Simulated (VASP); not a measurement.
Output of a VASP run:

OSZICAR:
```
       N       E                     dE             d eps       ncg     rms          rms(c)
DAV:   1     0.707316121375E+03    0.70732E+03   -0.28714E+04  2440   0.216E+03
DAV:   2     0.499506074610E+02   -0.65737E+03   -0.62955E+03  2008   0.620E+02
DAV:   3    -0.505289486013E+02   -0.10048E+03   -0.95756E+02  2164   0.146E+02
DAV:   4    -0.559764632663E+02   -0.54475E+01   -0.53705E+01  2116   0.406E+01
DAV:   5    -0.561737198480E+02   -0.19726E+00   -0.19688E+00  2636   0.730E+00    0.278E+01
DAV:   6    -0.536455658986E+02    0.25282E+01   -0.79393E+00  2036   0.136E+01    0.134E+01
DAV:   7    -0.534198046805E+02    0.22576E+00   -0.40424E-01  2712   0.561E+00    0.603E+00
DAV:   8    -0.533828018115E+02    0.37003E-01   -0.11281E-01  2452   0.198E+00    0.665E-01
DAV:   9    -0.533782495149E+02    0.45523E-02   -0.21646E-02  2348   0.126E+00    0.332E-01
DAV:  10    -0.533771975303E+02    0.10520E-02   -0.66368E-03  2684   0.810E-01    0.775E-02
DAV:  11    -0.533771886612E+02    0.88691E-05   -0.51548E-04  2584   0.209E-01    0.351E-02
DAV:  12    -0.533771883516E+02    0.30958E-06   -0.38625E-05  2416   0.389E-02    0.115E-02
DAV:  13    -0.533771895434E+02   -0.11918E-05   -0.25267E-06  1536   0.108E-02    0.449E-03
DAV:  14    -0.533771891975E+02    0.34590E-06   -0.38114E-07  1116   0.512E-03
   1 F= -.53377189E+02 E0= -.53331520E+02  d E =-.913376E-01
```

File OUTCAR:
```
------------------------ aborting loop because EDIFF is reached ----------------------------------------
  FORCE on cell =-STRESS in cart. coord.  units (eV):
  Direction    XX          YY          ZZ          XY          YZ          ZX
  --------------------------------------------------------------------------------------
  Total       -3.7628278     -3.7628278     -3.0169346      0.0000000     -0.0000000      0.0000000
  in kB      -49.7407085    -49.7407085    -39.8807687      0.0000000     -0.0000000      0.0000000
  external PRESSURE =     -46.4540619 kB  Pullay stress =       0.0000000 kB
  volume of cell :      121.20
      direct lattice vectors                 reciprocal lattice vectors
    -2.760545000  2.760545000  3.976155000     0.000000000  0.181123655  0.125749625
     2.760545000 -2.760545000  3.976155000     0.181123655  0.000000000  0.125749625
     2.760545000  2.760545000 -3.976155000     0.181123655  0.181123655  0.000000000
 POSITION                                       TOTAL-FORCE (eV/Angst)
 -----------------------------------------------------------------------------------
      0.00000      0.00000      0.00000        -0.000000      0.000000      0.000000
      0.00000      0.00000      3.97615        -0.000000      0.000000      0.000000
      1.09284      1.09284      5.92837         0.098233      0.098233      0.044700
      1.09284     -1.09284      2.02394         0.098233     -0.098233     -0.044700
      1.66770      1.66770      1.95221        -0.098233     -0.098233      0.044700
     -1.09284      1.09284      2.02394        -0.098233      0.098233     -0.044700
      0.00000      2.76055      0.00000        -0.000000      0.000000      0.000000
      2.76055      0.00000      0.00000        -0.000000      0.000000      0.000000
 -----------------------------------------------------------------------------------
    total drift:                               -0.000025     -0.000025     -0.000033
  FREE ENERGIE OF THE ION-ELECTRON SYSTEM (eV)
  ---------------------------------------------------
  free  energy   TOTEN  =       -53.3771891975 eV

  energy  without entropy=      -53.2858515587  energy(sigma->0) =      -53.33152038
```
(Selected blocks of OUTCAR.)

File POSCAR:
```
GaGePt6
1
   -2.7605450000     2.7605450000     3.9761550000
    2.7605450000    -2.7605450000     3.9761550000
    2.7605450000     2.7605450000    -3.9761550000
Ga Ge Pt
1 1 6
Direct
  0.0000000000   0.0000000000   0.0000000000
  0.5000000000   0.5000000000   0.0000000000
  0.9434300000   0.9434300000   0.3958800000
  0.0565700000   0.4524500000   0.0000000000
  0.5475500000   0.5475500000   0.6041200000
  0.4524500000   0.0565700000   0.0000000000
  0.5000000000   0.0000000000   0.5000000000
  0.0000000000   0.5000000000   0.5000000000
```

Q: Write an INCAR and KPOINTS that could have produced this output.

A: This is not unique; one that fits is the input of the run itself, PBEsol GGA, plane waves, VASP's PBE PAW potentials (set 64).

**INCAR**
```
! general
SYSTEM =GaGePt6
PREC   =Accurate
ENCUT  =300
LREAL  =F
LASPH  =T

! electronic loop
EDIFF  =1E-6
NELM   =100
ALGO   =Normal
LMAXMIX=6

! smearing
ISMEAR =0
SIGMA  =0.2

! functional
GGA    =PS

! ions
ISIF   =2

! output
LWAVE  =F
LCHARG =F
```

File KPOINTS:
```
Automatic mesh
0
G
 5 5 5
0 0 0
```

POTCAR, in this order: Ga_d Ge_d Pt (PBE.64 set). Program: vasp_std.

At this cut-off the stress carries a Pulay error, which pulls relaxed volumes low.

The structure comes from a computed database's GaGePt6 entry (I-42m); how it stands against other phases isn't given here. The cell was not relaxed at this level. The k-mesh is coarse (spacing up to 0.32 per Å, 2π included), so the numbers may not be converged in it. The electron count is odd and the run is not spin-polarised, which forces a metal.
